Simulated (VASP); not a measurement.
# HoN: interstitial Na from one void to a neighbouring one, part 3 of 4

Wanted: the minimum-energy path in HoN for this move: interstitial Na from one void to a neighbouring one. The start is a cell from a database of measured crystal structures.

VASP 6.6.1, plane waves and PAW; the level of theory is named at each step.

Still holding for the runs below: The data set Ho_3 holds the 4f electrons frozen in the core, so no f bands or f moments appear.

So far. Step 2 (Relax the host): The run ended after 3 ionic steps, 0.001 eV below its first step, once forces and stress met EDIFFG = -0.02. Step 3 (Relax the start): The run ended after 13 ionic steps, 2.478 eV below its first step, once the forces on the free atoms met EDIFFG = -0.05.

**4. Relax the end**

Level of this step: r2SCAN, spin-polarised, with small moments to start from, 4f electrons in the core; plane waves and PAW (Ho_3, N, Na) (VASP).

The end state is relaxed in the same way, so that both ends share their errors.

Contents of INCAR:

```
SYSTEM = NaHo8N8
PREC = Normal
ENCUT = 400
EDIFF = 1E-05
NELM = 120
ISMEAR = 0
SIGMA = 0.05
LREAL = Auto
ALGO = Normal
METAGGA = R2SCAN
LASPH = .TRUE.
NBANDS = 82
ISPIN = 2
MAGMOM = 0 0 0.6 0 0 0 0 0 0 0.6 0 0 0 0 0 0 0.6
LMAXMIX = 6
LORBIT = 11
LWAVE = .FALSE.
LCHARG = .FALSE.
NCORE = 3
IBRION = 2
NSW = 60
ISIF = 2
EDIFFG = -0.05
POTIM = 0.4
MAXMIX = 40
ISYM = 0
```

Contents of POSCAR:

```
NaHo8N8
1.0
    0.0000000000      4.8556682524      4.8556682524
    4.8556682524      0.0000000000      4.8556682524
    4.8556682524      4.8556682524      0.0000000000
Ho N Na
8 8 1
Direct
    0.0021592136     -0.0042245937      0.0008543872
   -0.0021345792      0.0059011759      0.4977199966
   -0.0031768746      0.5018839548     -0.0019665941
   -0.0015723872      0.4975268550      0.5026959868
    0.5017303653     -0.0036528591     -0.0009082970
    0.4976835867     -0.0044747729      0.5054447964
    0.5013854571      0.4973890603      0.0036587383
    0.5037409988      0.4973029214      0.4993574164
    0.2443922918      0.2495042505      0.2541858000
    0.2509051410      0.2522883384      0.7472585385
    0.2437811955      0.7512960502      0.2495015036
    0.2482612746      0.7491016286      0.7545386079
    0.7518844506      0.2500448589      0.2499508212
    0.7485283490      0.2510810628      0.7525280890
    0.7480718135      0.7426571484      0.2562766829
    0.7474180824      0.7467110513      0.7527178416
    0.3747494684      0.3788028533     -0.1274320282
```

Contents of KPOINTS:

```
Automatic mesh
0
Gamma
2 2 2
0 0 0
```

PAW data sets: Ho_3, N and Na (PBE family, release 64).

The run is started by

```sh
mpirun -np 3 vasp_std
```

Output:

```text
[... set-up lines as in an earlier step ...]
 entering main loop
       N       E                     dE             d eps       ncg     rms          rms(c)
DAV:   1     0.111002635125E+04    0.11100E+04   -0.36056E+04  3024   0.117E+03
DAV:   2    -0.140711684508E+03   -0.12507E+04   -0.11975E+04  3496   0.634E+02
DAV:   3    -0.371505327841E+03   -0.23079E+03   -0.20482E+03  4310   0.212E+02
DAV:   4    -0.401521507063E+03   -0.30016E+02   -0.28843E+02  4318   0.803E+01
DAV:   5    -0.404114090098E+03   -0.25926E+01   -0.25576E+01  4392   0.238E+01    0.921E+01
DAV:   6    -0.363545398634E+03    0.40569E+02   -0.56578E+01  4464   0.334E+01    0.648E+01
DAV:   7    -0.364600661316E+03   -0.10553E+01   -0.54233E+00  4288   0.137E+01    0.282E+01
DAV:   8    -0.364691360483E+03   -0.90699E-01   -0.45126E-01  4360   0.451E+00    0.570E+00
DAV:   9    -0.364695668502E+03   -0.43080E-02   -0.56862E-02  4384   0.150E+00    0.184E+00
DAV:  10    -0.364695665989E+03    0.25130E-05   -0.26679E-02  4352   0.693E-01    0.104E+00
DAV:  11    -0.364696074362E+03   -0.40837E-03   -0.47248E-03  4160   0.463E-01    0.292E-01
DAV:  12    -0.364696229176E+03   -0.15481E-03   -0.11678E-03  4376   0.163E-01    0.943E-02
DAV:  13    -0.364696270502E+03   -0.41326E-04   -0.14251E-04  4000   0.752E-02    0.376E-02
DAV:  14    -0.364696301484E+03   -0.30983E-04   -0.36886E-05  3024   0.383E-02    0.253E-02
DAV:  15    -0.364696296986E+03    0.44983E-05   -0.15798E-05  2440   0.313E-02
   1 F= -.36469630E+03 E0= -.36469210E+03  d E =-.364696E+03  mag=     0.0145
 curvature:   0.00 expect dE= 0.000E+00 dE for cont linesearch  0.000E+00
 trial: gam= 0.00000 g(F)=  0.494E+01 g(S)=  0.000E+00 ort = 0.000E+00 (trialstep = 0.100E+01)
 search vector abs. value=  0.494E+01
 bond charge predicted
       N       E                     dE             d eps       ncg     rms          rms(c)
DAV:   1    -0.360254616350E+03    0.44417E+01   -0.31143E+02  4080   0.136E+02    0.155E+01
DAV:   2    -0.366061780093E+03   -0.58072E+01   -0.55623E+01  4072   0.275E+01    0.909E+00
DAV:   3    -0.366183113620E+03   -0.12133E+00   -0.29958E+00  4208   0.940E+00    0.694E+00
DAV:   4    -0.366149227023E+03    0.33887E-01   -0.40505E-01  4424   0.397E+00    0.160E+00
DAV:   5    -0.366153572627E+03   -0.43456E-02   -0.10954E-01  4408   0.157E+00    0.165E+00
DAV:   6    -0.366152892177E+03    0.68045E-03   -0.18253E-02  4344   0.719E-01    0.486E-01
DAV:   7    -0.366153300502E+03   -0.40832E-03   -0.47942E-03  4328   0.345E-01    0.304E-01
DAV:   8    -0.366153327944E+03   -0.27442E-04   -0.87843E-04  4328   0.163E-01    0.987E-02
DAV:   9    -0.366153291313E+03    0.36631E-04   -0.21333E-04  3920   0.689E-02    0.395E-02
DAV:  10    -0.366153301856E+03   -0.10543E-04   -0.58840E-05  3352   0.405E-02    0.206E-02
DAV:  11    -0.366153313330E+03   -0.11473E-04   -0.92741E-06  2336   0.277E-02    0.986E-03
DAV:  12    -0.366153316390E+03   -0.30601E-05   -0.47141E-06  2176   0.224E-02
   2 F= -.36615332E+03 E0= -.36615097E+03  d E =-.145702E+01  mag=    -0.2345
[... from here on, the cycles between the ionic steps are left out ...]
   3 F= -.36644446E+03 E0= -.36644074E+03  d E =-.174817E+01  mag=    -0.1218
   4 F= -.36656385E+03 E0= -.36655950E+03  d E =-.119385E+00  mag=    -0.0770
   5 F= -.36658158E+03 E0= -.36657691E+03  d E =-.137116E+00  mag=    -0.0344
   6 F= -.36658183E+03 E0= -.36657717E+03  d E =-.137368E+00  mag=    -0.0348
   7 F= -.36659735E+03 E0= -.36659260E+03  d E =-.155177E-01  mag=    -0.0341
   8 F= -.36659892E+03 E0= -.36659414E+03  d E =-.170900E-01  mag=    -0.0305
   9 F= -.36659903E+03 E0= -.36659424E+03  d E =-.171994E-01  mag=    -0.0236
 curvature:  -0.82 expect dE=-0.151E-02 dE for cont linesearch -0.193E-05
 trial: gam= 0.07330 g(F)=  0.184E-02 g(S)=  0.000E+00 ort = 0.244E-03 (trialstep = 0.115E+01)
 search vector abs. value=  0.201E-02
 bond charge predicted
       N       E                     dE             d eps       ncg     rms          rms(c)
DAV:   1    -0.366598434339E+03    0.58879E-03   -0.26547E-01  3940   0.331E+00    0.336E-01
DAV:   2    -0.366600204852E+03   -0.17705E-02   -0.19494E-02  3952   0.669E-01    0.194E-01
DAV:   3    -0.366600256011E+03   -0.51159E-04   -0.11550E-03  4300   0.199E-01    0.109E-01
DAV:   4    -0.366600232398E+03    0.23612E-04   -0.29001E-04  4280   0.103E-01    0.679E-02
DAV:   5    -0.366600227965E+03    0.44336E-05   -0.65215E-05  3544   0.518E-02
  10 F= -.36660023E+03 E0= -.36659549E+03  d E =-.119794E-02  mag=     0.0639
 trial-energy change:   -0.001198  1 .order   -0.001195   -0.002127   -0.000263
 step:   1.3078(harm=  1.3078)  dis= 0.00407  next Energy=  -366.600244 (dE=-0.121E-02)
 reached required accuracy - stopping structural energy minimisation
```

The job ended after 32 min (3 MPI ranks of AMD EPYC 7R43, shared host; peak memory 0.49 GiB; 1.6 h of CPU time).

Parts of OUTCAR (step 4):

```text
 Found      8 irreducible k-points:

   NELECT =     113.0000    total number of electrons

 E-fermi :   5.4987

 spin component 1
 k-point     1 :       0.0000    0.0000    0.0000
  band No.  band energies     occupation
    ...
     55       4.0119      1.00000
     56       4.0130      1.00000
     57       4.5122      1.00000
     58       4.5148      1.00000
     59       4.6521      1.00000
     60       7.7713      0.00000
     61       7.7731      0.00000
     62       7.7766      0.00000
     63       8.6824      0.00000
     64       9.7310      0.00000
    ...

 k-point     2 :       0.5000    0.0000    0.0000
  band No.  band energies     occupation
    ...
     52       2.6322      1.00000
     53       2.6368      1.00000
     54       2.7420      1.00000
     55       2.7446      1.00000
     56       2.7554      1.00000
     57       6.5059      0.00000
     58       7.0074      0.00000
     59       7.0210      0.00000
     60       7.2913      0.00000
     61       7.2994      0.00000
    ...

 k-point     3 :       0.0000    0.5000    0.0000
  band No.  band energies     occupation
    ...
     52       2.6268      1.00000
     53       2.6307      1.00000
     54       2.7454      1.00000
     55       2.7481      1.00000
     56       2.7585      1.00000
     57       6.5041      0.00000
     58       7.0079      0.00000
     59       7.0142      0.00000
     60       7.2987      0.00000
     61       7.3007      0.00000
    ...

 k-point     4 :       0.0000    0.0000    0.5000
  band No.  band energies     occupation
    ...
     52       2.6310      1.00000
     53       2.6379      1.00000
     54       2.7417      1.00000
     55       2.7485      1.00000
     56       2.7555      1.00000
     57       6.5059      0.00000
     58       7.0089      0.00000
     59       7.0163      0.00000
     60       7.2953      0.00000
     61       7.2972      0.00000
    ...

  Total        9.9867466      9.9705048      9.8437206      0.0621096      0.0778914     -0.0400891
  in kB       69.8807561     69.7671063     68.8799535      0.4346027      0.5450335     -0.2805177
  external PRESSURE =      69.5092720 kB  Pullay stress =       0.0000000 kB

 POSITION                                       TOTAL-FORCE (eV/Angst)
 -----------------------------------------------------------------------------------
      4.83499      4.83831      0.00912         0.018500     -0.025059      0.010429
      2.45007      2.44638      0.01499         0.012813      0.010423     -0.024398
      2.52924      4.75229      7.17797         0.008039      0.020213     -0.030314
      4.83650      2.44999      2.39635        -0.005009      0.006194     -0.009112
      4.75596      2.52660      7.17314         0.024542     -0.003525      0.023810
      2.44907      4.84006      2.39125         0.009528     -0.025799      0.034565
      2.53085      2.53619      4.94288        -0.016284     -0.017420      0.005538
      4.75423      4.75592      4.94724        -0.002277      0.010109      0.001902
      2.45982      2.45937      2.38724        -0.005721     -0.002328      0.019362
      4.82529      4.82728      2.39084         0.016699      0.001047     -0.014402
      4.83261      2.45364      4.87120         0.005413     -0.002377     -0.014916
      7.32004      4.82424      4.87648        -0.027017      0.001998     -0.011183
      2.45460      4.83453      4.87323        -0.006686     -0.008394     -0.016052
      4.82727      7.31683      4.87673         0.000904     -0.012726     -0.005770
      4.83142      4.83159      7.24860         0.014379      0.011184      0.012109
      7.31011      7.30744      7.24587        -0.014060      0.004175      0.023037
      6.07368      6.06863      3.63747        -0.033764      0.032286     -0.004605
 -----------------------------------------------------------------------------------
    total drift:                               -0.019024      0.008736      0.007523

  FREE ENERGIE OF THE ION-ELECTRON SYSTEM (eV)
  ---------------------------------------------------
  free  energy   TOTEN  =      -366.6002279648 eV

  energy  without entropy=     -366.5907534704  energy(sigma->0) =     -366.59549072

 total charge
# of ion       s       p       d       tot
------------------------------------------
    1        0.375   6.961   1.418   8.754
    2        0.375   6.961   1.418   8.754
    3        0.404   7.030   1.589   9.023
    4        0.375   6.960   1.417   8.753
    5        0.404   7.030   1.587   9.022
    6        0.375   6.960   1.418   8.754
    7        0.404   7.031   1.590   9.025
    8        0.404   7.030   1.590   9.025
    9        1.257   2.410   0.000   3.667
   10        1.257   2.409   0.000   3.666
   11        1.264   2.424   0.000   3.688
   12        1.257   2.410   0.000   3.668
   13        1.264   2.424   0.000   3.688
   14        1.257   2.410   0.000   3.667
   15        1.264   2.424   0.000   3.687
   16        1.264   2.424   0.000   3.688
   17        0.198   0.184   0.000   0.382
--------------------------------------------------
tot         13.399  75.483  12.028 100.909

 magnetization (x)
# of ion       s       p       d       tot
------------------------------------------
    1        0.000   0.000   0.004   0.005
    2        0.000   0.000   0.004   0.005
    3        0.000   0.000   0.006   0.007
    4        0.000   0.000   0.004   0.005
    5        0.000   0.000   0.006   0.007
    6        0.000   0.000   0.005   0.005
    7        0.000   0.000   0.006   0.007
    8        0.000   0.000   0.006   0.007
    9       -0.000  -0.001   0.000  -0.001
   10       -0.000  -0.001   0.000  -0.001
   11       -0.000  -0.001   0.000  -0.001
   12       -0.000  -0.001   0.000  -0.001
   13       -0.000  -0.001   0.000  -0.001
   14       -0.000  -0.001   0.000  -0.001
   15       -0.000  -0.001   0.000  -0.001
   16       -0.000  -0.001   0.000  -0.001
   17        0.000   0.001   0.000   0.001
--------------------------------------------------
tot          0.000  -0.003   0.044   0.041

[... 6 parts as in an earlier step ...]

[... 10 further parts left out ...]
```

CONTCAR:

```
NaHo8N8
   1.00000000000000
     0.0000000000000000    4.8556682524000001    4.8556682524000001
     4.8556682524000001    0.0000000000000000    4.8556682524000001
     4.8556682524000001    4.8556682524000001    0.0000000000000000
  Ho              N               Na
     8     8     1
Direct
     0.0012808340200427    0.0005975454090936    0.9951433386021385
     0.0011633540218206    0.0019233399991778    0.5026569389403602
     0.9680467560203248    0.5102199868013587    0.0106630506919564
     0.0010128076953883    0.4925027396800497    0.5035492198128629
     0.5090730716366799    0.9681982678674473    0.0112664203487905
     0.4924393753272371    0.0000270569270731    0.5043460289677633
     0.5095304158587286    0.5084311923112212    0.0127848757385173
     0.5096033583989616    0.5092559399351170    0.4698540885101449
     0.2457736715945187    0.2458655282777940    0.2607218868744678
     0.2463955876859422    0.2459866279328189    0.7477577168837227
     0.2566312116020321    0.7465679744779945    0.2486832461036665
     0.2451437838395561    0.7591413113724019    0.7483841612413995
     0.7468756936520849    0.2567407498801837    0.2487708195770264
     0.7585247755788919    0.2458125598157699    0.7483390185619009
     0.7464230306208020    0.7463889110214457    0.2486174347609085
     0.7458504346455099    0.7463996570612391    0.7590803239506080
     0.3740396851014591    0.3750795953298057    0.8757637175337760
```

Step by step:

| step | energy less that of the first step (eV) | largest force (eV/Å) |
| --- | --- | --- |
| 1 | 0.0000 | 5.9913 |
| 2 | -1.4570 | 2.5927 |
| 3 | -1.7482 | 0.8063 |
| 4 | -1.8676 | 0.4142 |
| 5 | -1.8853 | 0.3324 |
| 6 | -1.8855 | 0.3400 |
| 7 | -1.9011 | 0.1386 |
| 8 | -1.9026 | 0.1020 |
| 9 | -1.9027 | 0.0986 |
| 10 | -1.9039 | 0.0469 |

The atoms that moved most (Å):

```
atom      dx      dy      dz  length
 Ho8  -0.085  -0.115   0.087   0.167
 Ho3   0.102  -0.078  -0.099   0.162
 Ho7   0.098   0.084   0.093   0.159
 Ho5  -0.078   0.095  -0.101   0.159
 N11  -0.027   0.058   0.039   0.075
 N10  -0.028  -0.019  -0.052   0.063
 N12   0.019  -0.045   0.034   0.059
 N14  -0.046   0.028   0.023   0.059
```

Final coordinates:

```
Ho N Na
1.0
     0.00000    4.85567    4.85567
     4.85567    0.00000    4.85567
     4.85567    4.85567    0.00000
Ho N Na
8 8 1
Cartesian
  -0.0207 -0.0174 0.0091
  2.4501 2.4464 0.0150
  2.5292 -0.1034 2.3223
  4.8365 2.4500 2.3963
  -0.0997 2.5266 2.3175
  2.4491 4.8401 2.3913
  2.5309 2.5362 4.9429
  4.7542 4.7559 4.9472
  2.4598 2.4594 2.3872
  4.8253 4.8273 2.3908
  4.8326 2.4536 4.8712
  7.3200 4.8242 4.8765
  2.4546 4.8345 4.8732
  4.8273 7.3168 4.8767
  4.8314 4.8316 7.2486
  7.3101 7.3074 7.2459
  1.2180 1.2130 3.6375
```

Numbers from this step:

```
electronic cycles                                 : 73
free energy (TOTEN)                               : -366.6002 eV
energy at zero smearing                           : -366.5955 eV
moment of the cell, from the last line of the log : 0.0639 μB
```

The run ended after 10 ionic steps, 1.904 eV below its first step, once the forces on the free atoms met EDIFFG = -0.05.

The total moment is the log's last value; OUTCAR's line is one cycle older.

[end of part 3 of 4]

[Lines on the potential files, build, host, timing and source positions are cut from VASP's logs without a mark.]

[Logs are printed without paths, hosts, clocks, repeated set-up lines and the standing remarks that a program may print on its own settings, such as how far it seeks lower states.]

[Hosts, paths, dates, database ids (printed as entryN), source tags and the programs' standing remarks are cut or masked in the printed files.]

[Runs that stopped without an error message from VASP are left out.]
